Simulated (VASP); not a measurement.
Here is the system:

```xyz
63
Lattice="10.9371 0.0000 0.0000 0.0000 10.9371 0.0000 0.0000 0.0000 10.9371" Properties=species:S:1:pos:R:3 pbc="T T T"
Si     5.4685     0.0000     0.0000
Si     6.8357     1.3671     1.3671
Si     8.2028     2.7343     0.0000
Si     9.5699     4.1014     1.3671
Si     8.2028     0.0000     2.7343
Si     9.5699     1.3671     4.1014
Si     0.0000     0.0000     0.0000
Si     1.3671     1.3671     1.3671
Si     2.7343     2.7343     0.0000
Si     4.1014     4.1014     1.3671
Si     5.4685     5.4685     0.0000
Si     6.8357     6.8357     1.3671
Si     8.2028     8.2028     0.0000
Si     9.5699     9.5699     1.3671
Si     2.7343     0.0000     2.7343
Si     4.1014     1.3671     4.1014
Si     5.5051     2.6866     2.7131
Si     8.2319     5.4642     2.6846
Si     9.5699     6.8357     4.1014
Si     5.4685     0.0000     5.4685
Si     6.8357     1.3671     6.8357
Si     8.1540     2.6936     5.4972
Si     9.5699     4.1014     6.8357
Si     8.2028     0.0000     8.2028
Si     9.5699     1.3671     9.5699
Si     0.0000     5.4685     0.0000
Si     1.3671     6.8357     1.3671
Si     2.7343     8.2028     0.0000
Si     4.1014     9.5699     1.3671
Si     0.0000     2.7343     2.7343
Si     1.3671     4.1014     4.1014
Si     2.7343     5.4685     2.7343
Si     4.1014     6.8357     4.1014
Si     5.4685     8.2028     2.7343
Si     6.8357     9.5699     4.1014
Si     0.0000     0.0000     5.4685
Si     1.3671     1.3671     6.8357
Si     2.7343     2.7343     5.4685
Si     4.1014     4.1014     6.8357
Si     6.8357     6.8357     6.8357
Si     8.2028     8.2028     5.4685
Si     9.5699     9.5699     6.8357
Si     2.7343     0.0000     8.2028
Si     4.1014     1.3671     9.5699
Si     5.4685     2.7343     8.2028
Si     6.8357     4.1014     9.5699
Si     8.2028     5.4685     8.2028
Si     9.5699     6.8357     9.5699
Si     0.0000     8.2028     2.7343
Si     1.3671     9.5699     4.1014
Si     0.0000     5.4685     5.4685
Si     1.3671     6.8357     6.8357
Si     2.7343     8.2028     5.4685
Si     4.1014     9.5699     6.8357
Si     0.0000     2.7343     8.2028
Si     1.3671     4.1014     9.5699
Si     2.7343     5.4685     8.2028
Si     4.1014     6.8357     9.5699
Si     5.4685     8.2028     8.2028
Si     6.8357     9.5699     9.5699
Si     0.0000     8.2028     8.2028
Si     1.3671     9.5699     9.5699
Ge     5.4467     5.4890     5.4437
```
Cell charge +1.

Level of theory: PBE GGA, VASP's PBE PAW potentials (set 64) (plane waves; VASP). Numerical set-up: PREC = Normal, LREAL = Auto, ISYM = 0, NELECT = 251.0, EDIFF = 1E-5, 400 eV cut-off, 1×1×1 Γ-centred mesh, Gaussian smearing of 0.050 eV, potentials Si Ge. Starting moments (MAGMOM): 63*0.0159. The cell's moment is fixed (NUPDOWN = 1).

The cell is charged, with a uniform compensating background. The supercell is sampled at Γ alone, which is coarse: total energies, pressure and levels can be off, energies of defects by several tenths of an eV.

Question: The ions are relaxed. Predict the relaxed structure.

Answer: 
```xyz
63
Lattice="10.9371 0.0000 0.0000 0.0000 10.9371 0.0000 0.0000 0.0000 10.9371" Properties=species:S:1:pos:R:3 pbc="T T T"
Si     5.4580     0.0078     0.0074
Si     6.8508     1.3832     1.3841
Si     8.1991     2.7368    10.9324
Si     9.5535     4.0866     1.3822
Si     8.1992    10.9312     2.7365
Si     9.5543     1.3811     4.0838
Si     0.0022    10.9322    10.9349
Si     1.3666     1.3687     1.3673
Si     2.7417     2.7218     0.0024
Si     4.1064     4.1252     1.3863
Si     5.4660     5.4694    10.9329
Si     6.8098     6.8307     1.3848
Si     8.2134     8.1955     0.0020
Si     9.5662     9.5690     1.3678
Si     2.7395     0.0035     2.7217
Si     4.1065     1.3840     4.1255
Si     5.4401     2.7120     2.7137
Si     8.2242     5.4972     2.7105
Si     9.5519     6.8289     4.1238
Si     5.4671    10.9317     5.4697
Si     6.8123     1.3850     6.8286
Si     8.2244     2.7104     5.4940
Si     9.5514     4.1232     6.8288
Si     8.2142     0.0043     8.1946
Si     9.5672     1.3677     9.5715
Si    10.9291     5.4801     0.0066
Si     1.3644     6.8357     1.3686
Si     2.7342     8.2015    10.9348
Si     4.1009     9.5715     1.3689
Si     0.0043     2.7370     2.7359
Si     1.3679     4.1024     4.1028
Si     2.7271     5.4781     2.7414
Si     4.1019     6.8335     4.0849
Si     5.4575     8.2082     2.7414
Si     6.8327     9.5679     4.1029
Si    10.9303     0.0061     5.4792
Si     1.3650     1.3682     6.8354
Si     2.7287     2.7404     5.4773
Si     4.1029     4.0845     6.8332
Si     6.8514     6.8327     6.8330
Si     8.1956     8.2067     5.4760
Si     9.5672     9.5714     6.8342
Si     2.7331    10.9354     8.2026
Si     4.1026     1.3689     9.5699
Si     5.4605     2.7416     8.2061
Si     6.8328     4.1025     9.5691
Si     8.1947     5.4754     8.2070
Si     9.5662     6.8343     9.5705
Si    10.9325     8.1968     2.7207
Si     1.3614     9.5735     4.1090
Si     0.0045     5.4683     5.4692
Si     1.3702     6.8376     6.8379
Si     2.7415     8.1953     5.4735
Si     4.0985     9.5660     6.8388
Si    10.9326     2.7195     8.1970
Si     1.3607     4.1080     9.5750
Si     2.7398     5.4718     8.1957
Si     4.0984     6.8372     9.5649
Si     5.4650     8.1962     8.1965
Si     6.8285     9.5759     9.5745
Si    10.9366     8.2019     8.2019
Si     1.3653     9.5694     9.5701
Ge     5.6107     5.3244     5.3241
```
Cell charge +1. The cell ends with 1.00 μB, on the first 30 sites 0.01 0.01 0.00 0.01 0.00 0.01 0.00 0.00 0.00 0.00 0.00 0.00 0.00 0.00 0.00 0.00 0.02 0.03 0.00 0.00 0.00 0.03 0.00 0.00 0.00 0.01 0.00 0.00 0.00 0.00 μB.

Question: How much energy does the relaxation gain?

Answer: The energy (σ→0) changes by -3.4 meV/atom, in 16 ionic steps.

| step | E(σ→0) (eV) | max force (eV/Å) | pressure (GPa) | volume (Å³) |
|---|---|---|---|---|
| 1 | -337.2624 | 0.882 | -0.59 | 1308.29 |
| 2 | -337.4052 | 0.306 | -0.65 | 1308.29 |
| 3 | -337.4075 | 0.301 | -0.65 | 1308.29 |
| 4 | -337.4258 | 0.239 | -0.67 | 1308.29 |
| 5 | -337.4316 | 0.200 | -0.68 | 1308.29 |
| 6 | -337.4402 | 0.173 | -0.70 | 1308.29 |
| 7 | -337.4468 | 0.141 | -0.71 | 1308.29 |
| 8 | -337.4529 | 0.118 | -0.72 | 1308.29 |
| 9 | -337.4588 | 0.121 | -0.74 | 1308.29 |
| 10 | -337.4637 | 0.078 | -0.75 | 1308.29 |
| 11 | -337.4659 | 0.063 | -0.77 | 1308.29 |
| 12 | -337.4704 | 0.053 | -0.78 | 1308.29 |
| 13 | -337.4710 | 0.054 | -0.78 | 1308.29 |
| 14 | -337.4736 | 0.036 | -0.78 | 1308.29 |
| 15 | -337.4743 | 0.042 | -0.78 | 1308.29 |
| 16 | -337.4762 | 0.027 | -0.78 | 1308.29 |

The cell is a supercell with a defect, built from Si (diamond): Ge_Si-vac_Si, charge +1.
